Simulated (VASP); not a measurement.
VASP ran on this input.

File KPOINTS:
```
K-points
0
G
11 11 11
```

### INCAR
```
! general
SYSTEM  = TlAs
PREC    = Accurate
ENCUT   = 400
LREAL   = .FALSE.
LASPH   = .TRUE.

! electronic loop
EDIFF   = 1E-7
NELM    = 100
ALGO    = Normal
LMAXMIX = 4

! smearing
ISMEAR  = -5

! functional
GGA     = PS

! ions
ISIF    = 2

! output
LWAVE   = .FALSE.
LCHARG  = .TRUE.
LORBIT  = 11
NEDOS   = 601
```

POSCAR:
```
TlAs
3.6075120
  1.0000000113   0.0000000000   0.0000000000
  0.0000000000   1.0000000113   0.0000000000
  0.0000000000   0.0000000000   1.0000000113
Tl As
1 1
Cartesian
  0.0000000000   0.0000000000   0.0000000000
  0.5000000057   0.5000000057   0.5000000057
```

POTCAR, in this order: Tl_d As (PBE.64 set). Program: vasp_std.

Q: Translate this PBEsol calculation to Quantum ESPRESSO's pw.x.

A: One equivalent input (not run):
```
&CONTROL
  calculation = 'scf'
  pseudo_dir = './pseudo'
  outdir = './out'
  tprnfor = .true.
  tstress = .true.
/
&SYSTEM
  ibrav = 0
  nat = 2
  ntyp = 2
  ecutwfc = 84
  occupations = 'tetrahedra'
  input_dft = 'pbesol'
/
&ELECTRONS
  conv_thr = 7.3e-09
  electron_maxstep = 100
/
ATOMIC_SPECIES
  Tl 204.380 Tl.upf
  As 74.922 As.upf
CELL_PARAMETERS angstrom
     3.6075120    0.0000000    0.0000000
    -0.0000000    3.6075120    0.0000000
    -0.0000000   -0.0000000    3.6075120
ATOMIC_POSITIONS crystal
  Tl   0.0000000  0.0000000  0.0000000
  As   0.5000000  0.5000000  0.5000000
K_POINTS automatic
  11 11 11 0 0 0
```
Limits of the translation: the potentials are each code's own (VASP's PAW set, PseudoDojo norm-conserving files in pw.x), so ENCUT and ecutwfc are chosen apart and not converted; conv_thr bounds pw.x's estimated SCF error, while EDIFF bounds the energy change between steps.

The structure was generated: TlAs was put into the CsCl type type (Pm-3m), which need not be its known phase. It was relaxed first, which changed the volume by +16 %.
